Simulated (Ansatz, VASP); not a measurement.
# Ge2WN4 (WGe2N4 monolayer) in two plane-wave programs

Wanted: the spread between two codes on one cell, functional and k mesh. The cell is taken from a series of runs on this material, whose earlier steps may have relaxed, scaled, displaced or heated it; both programs get it as it stands.

Main program and level: Ansatz 0.2.0; plane waves, with VASP 6.6.1 beside it; single point at PBE with D3(BJ).

## 1. The starting structure

The cell holds 7 atoms: 4 N, 2 Ge and 1 W. Its edges and angles: a = 2.998 Å, b = 2.998 Å, c = 25.474 Å, α = 90.0°, β = 90.0°, γ = 120.0°. Vacuum lies along c.

Coordinates:

```
N Ge W
1.0
     2.99754    0.00000    0.00000
    -1.49877    2.59594    0.00000
     0.00000    0.00000   25.47387
N Ge W
4 2 1
Direct
  0.00000 0.00000 0.35330
  0.33333 0.66667 0.45201
  0.33333 0.66667 0.54799
  0.00000 0.00000 0.64670
  0.33333 0.66667 0.37830
  0.33333 0.66667 0.62170
  0.00000 0.00000 0.50000
```

## 2. VASP: single point, PBE with D3(BJ)

A single point gives forces, pressure and levels at one fixed geometry, so differences don't come from the geometry; what else differs is listed under the comparison.

Lines of VASP's logs that name or quote its potential files are left out, and so is its time.

Input file INCAR:

```
SYSTEM = Ge2WN4
PREC = Accurate
ENCUT = 520
EDIFF = 1E-06
NELM = 120
ISMEAR = -1
SIGMA = 0.02585
LREAL = .FALSE.
ALGO = Normal
GGA = PE
IVDW = 12
NBANDS = 34
LASPH = .TRUE.
LORBIT = 11
LWAVE = .FALSE.
LCHARG = .FALSE.
ISIF = 2
LDIPOL = .TRUE.
IDIPOL = 3
DIPOL = 0.5 0.5 0.5
LVHAR = .TRUE.
GGA_COMPAT = .FALSE.
EFERMI = MIDGAP
NELMDL = -8
KPAR = 2
```

Input file POSCAR:

```
Ge2WN4
1.0
    2.9975382824      0.0000000000      0.0000000000
   -1.4987691412      2.5959443014      0.0000000000
    0.0000000000      0.0000000000     25.4738739319
N Ge W
4 2 1
Direct
    0.0000000000      0.0000000000      0.3533031538
    0.3333333333      0.6666666667      0.4520057685
    0.3333333333      0.6666666667      0.5479942315
    0.0000000000      0.0000000000      0.6466968462
    0.3333333333      0.6666666667      0.3782968078
    0.3333333333      0.6666666667      0.6217031922
    0.0000000000      0.0000000000      0.5000000000
```

Input file KPOINTS:

```
Automatic mesh
0
Gamma
18 18 1
0 0 0
```

PAW data sets: N, Ge_d and W (PBE family, release 64).

Command:

```bash
> mpirun -np 2 vasp_std
```

Numbers of over 12 decimals in the logs are rounded to 6 here.

The program printed:

```text
[banner, memory and clock lines left out]
running    2 mpi-ranks, on    1 nodes
 distrk:  each k-point on    1 cores,    2 groups
 distr:  one band on    1 cores,    1 groups

 POSCAR found type information on POSCAR N GeW
 POSCAR found :  3 types and       7 ions
 LDA part: xc-table for (Slater+PW92), standard interpolation
 POSCAR, INCAR and KPOINTS ok, starting setup
 FFT: planning ... GRIDC
 FFT: planning ... GRID_SOFT
 FFT: planning ... GRID
 WAVECAR not read
 entering main loop
       N       E                     dE             d eps       ncg     rms          rms(c)
DAV:   1     0.606690843277E+03    0.60669E+03   -0.26736E+04  3298   0.257E+03
DAV:   2     0.410569320657E+02   -0.56563E+03   -0.54686E+03  3138   0.755E+02
DAV:   3    -0.600855222330E+02   -0.10114E+03   -0.10034E+03  3642   0.203E+02
DAV:   4    -0.658512773280E+02   -0.57658E+01   -0.57385E+01  3286   0.642E+01
DAV:   5    -0.660777784730E+02   -0.22650E+00   -0.22628E+00  3936   0.104E+01
DAV:   6    -0.660815311631E+02   -0.37527E-02   -0.37510E-02  3840   0.122E+00
DAV:   7    -0.660816489113E+02   -0.11775E-03   -0.11773E-03  3936   0.194E-01
DAV:   8    -0.660816531593E+02   -0.42480E-05   -0.42476E-05  3792   0.297E-02    0.367E+01
DAV:   9    -0.571997890227E+02    0.88819E+01   -0.43983E+01  3952   0.522E+01    0.105E+01
DAV:  10    -0.570478004898E+02    0.15199E+00   -0.42129E+00  3238   0.126E+01    0.108E+01
DAV:  11    -0.569350384090E+02    0.11276E+00   -0.43166E-01  3466   0.631E+00    0.101E+00
DAV:  12    -0.569306864796E+02    0.43519E-02   -0.13372E-01  3616   0.290E+00    0.397E-01
DAV:  13    -0.569315863934E+02   -0.89991E-03   -0.17475E-02  3584   0.801E-01    0.360E-01
DAV:  14    -0.569315406309E+02    0.45762E-04   -0.22770E-03  3446   0.383E-01    0.176E-01
[...]
DAV:  20    -0.569318158547E+02   -0.50549E-04   -0.51240E-06  2478   0.847E-03    0.300E-03
DAV:  21    -0.569318560451E+02   -0.40190E-04   -0.22383E-06  2382   0.748E-03    0.140E-03
DAV:  22    -0.569318638157E+02   -0.77706E-05   -0.58746E-07  2152   0.454E-03    0.109E-03
DAV:  23    -0.569318726043E+02   -0.87886E-05   -0.37189E-07  2028   0.235E-03    0.716E-04
DAV:  24    -0.569318768633E+02   -0.42589E-05   -0.19891E-07  1960   0.150E-03    0.396E-04
DAV:  25    -0.569318807427E+02   -0.38795E-05   -0.24880E-07  2052   0.163E-03    0.492E-04
DAV:  26    -0.569318821016E+02   -0.13589E-05   -0.43258E-08  1888   0.126E-03    0.263E-04
DAV:  27    -0.569318830113E+02   -0.90963E-06   -0.32457E-08  1888   0.790E-04
   1 F= -.58629778E+02 E0= -.58629778E+02  d E =-.295012E-14
```

OUTCAR, selected parts (step 2):

```text
ion  position               nearest neighbor table
   1  0.000  0.000  0.353-   5 1.84   5 1.84   5 1.84
   2  0.333  0.667  0.452-   5 1.88   7 2.12   7 2.12   7 2.12
   3  0.333  0.667  0.548-   6 1.88   7 2.12   7 2.12   7 2.12
   4  0.000  0.000  0.647-   6 1.84   6 1.84   6 1.84
   5  0.333  0.667  0.378-   1 1.84   1 1.84   1 1.84   2 1.88
   6  0.333  0.667  0.622-   4 1.84   4 1.84   4 1.84   3 1.88
   7  0.000  0.000  0.500-   2 2.12   3 2.12   2 2.12   3 2.12   2 2.12   3 2.12

  LATTYP: Found a hexagonal cell.
 ALAT       =     2.9975382824
 C/A-ratio  =     8.4982647533

 Subroutine GETGRP returns: Found 12 space group operations
 (whereof 12 operations were pure point group operations)

The static configuration has the point symmetry D_3h.

 Found     37 irreducible k-points:

   k-points           NKPTS =     37   k-points in BZ     NKDIM =     37   number of bands    NBANDS=     34

   dimension x,y,z NGX =    24 NGY =   24 NGZ =  192
   dimension x,y,z NGXF=    48 NGYF=   48 NGZF=  384

   ENCUT  =  520.0 eV  38.22 Ry    6.18 a.u.   5.57  5.57 47.36*2*pi/ulx,y,z

   NELECT =      54.0000    total number of electrons

 k-points in reciprocal lattice and weights: Automatic mesh
   0.00000000  0.00000000  0.00000000       0.003
   0.05555556  0.00000000  0.00000000       0.019
   0.11111111  0.00000000  0.00000000       0.019
   0.16666667 -0.00000000  0.00000000       0.019
   0.22222222 -0.00000000  0.00000000       0.019
   0.27777778 -0.00000000  0.00000000       0.019
   0.33333333  0.00000000  0.00000000       0.019
   0.38888889  0.00000000  0.00000000       0.019
   0.44444444 -0.00000000  0.00000000       0.019
[...]
0.33333333  0.27777778  0.00000000       0.037
   0.33333333  0.33333333  0.00000000       0.006

 dipolmoment           0.000000      0.000000     -0.000000 electrons x Angstroem

 average (electrostatic) potential at core
       1 -69.7481       2 -69.5745       3 -69.5745       4 -69.7481       5 -80.6622
       6 -80.6622       7 -46.8075

 E-fermi :   0.2641

 k-point     1 :       0.0000    0.0000    0.0000
  band No.  band energies     occupation
    ...
     23      -3.5015      2.00000
     24      -3.1612      2.00000
     25      -3.1612      2.00000
     26      -2.6013      2.00000
     27      -0.5981      2.00000
     28       1.5401      0.00000
     29       1.7163      0.00000
     30       2.5755      0.00000
     31       2.5755      0.00000
     32       2.7822      0.00000
    ...

 k-point     2 :       0.0556    0.0000    0.0000
  band No.  band energies     occupation
    ...
     23      -3.5646      2.00000
     24      -3.3186      2.00000
     25      -3.2192      2.00000
     26      -2.5105      2.00000
     27      -0.5386      2.00000
     28       1.6157      0.00000
     29       1.6752      0.00000
     30       2.5656      0.00000
     31       2.7565      0.00000
     32       2.8011      0.00000
    ...

 k-point     3 :       0.1111    0.0000    0.0000
  band No.  band energies     occupation
    ...
     23      -3.7323      2.00000
     24      -3.5138      2.00000
     25      -3.3811      2.00000
     26      -2.4531      2.00000
     27      -0.5676      2.00000
     28       1.5312      0.00000
     29       1.8994      0.00000
     30       2.5403      0.00000
     31       2.9936      0.00000
     32       3.1320      0.00000
    ...

 Edisp (eV)   -1.69789

  Total      -0.29044    -0.29044    -0.23010     0.00000     0.00000     0.00000
  in kB      -2.34755    -2.34755    -1.85985     0.00000     0.00000     0.00000
  external pressure =       -2.18 kB  Pullay stress =        0.00 kB

  energy-cutoff  :      520.00
  volume of cell :      198.22
      direct lattice vectors                 reciprocal lattice vectors
     2.997538282  0.000000000  0.000000000     0.333607082  0.192608139  0.000000000
    -1.498769141  2.595944301  0.000000000     0.000000000  0.385216277  0.000000000
     0.000000000  0.000000000 25.473873932     0.000000000  0.000000000  0.039255906

 POSITION                                       TOTAL-FORCE (eV/Angst)
 -----------------------------------------------------------------------------------
      0.00000      0.00000      9.00000         0.000000     -0.000000      0.049093
     -0.00000      1.73063     11.51434        -0.000000      0.000000     -0.047287
     -0.00000      1.73063     13.95954        -0.000000     -0.000000      0.047287
      0.00000      0.00000     16.47387        -0.000000     -0.000000     -0.049093
     -0.00000      1.73063      9.63669         0.000000      0.000000     -0.015002
     -0.00000      1.73063     15.83719         0.000000     -0.000000      0.015002
      0.00000      0.00000     12.73694        -0.000000     -0.000000     -0.000000
 -----------------------------------------------------------------------------------
    total drift:                                0.000001     -0.000001     -0.000000

  FREE ENERGIE OF THE ION-ELECTRON SYSTEM (eV)
  ---------------------------------------------------
  free  energy   TOTEN  =       -58.6297775688 eV

  energy  without entropy=      -58.6297775688  energy(sigma->0) =      -58.62977757

 vacuum level on the upper side and lower side of the slab         4.983         4.983

 total charge
# of ion       s       p       d       tot
------------------------------------------
    1        1.250   2.533   0.000   3.784
    2        1.237   2.512   0.000   3.749
    3        1.237   2.512   0.000   3.749
    4        1.250   2.533   0.000   3.784
    5        1.026   1.366  10.351  12.743
    6        1.026   1.366  10.351  12.743
    7        0.577   0.816   4.226   5.619
--------------------------------------------------
tot          7.603  13.638  24.928  46.169

[... 3 further parts left out ...]
```

(Part 1 of 2 ends here.)

[Lines on the potential files, build, host, timing and source positions are cut from VASP's logs without a mark.]

[Logs are printed without paths, hosts, clocks, repeated set-up lines and the standing remarks that a program may print on its own settings, such as how far it seeks lower states.]

[Hosts, paths, dates, database ids (printed as entryN), source tags and the programs' standing remarks are cut or masked in the printed files.]
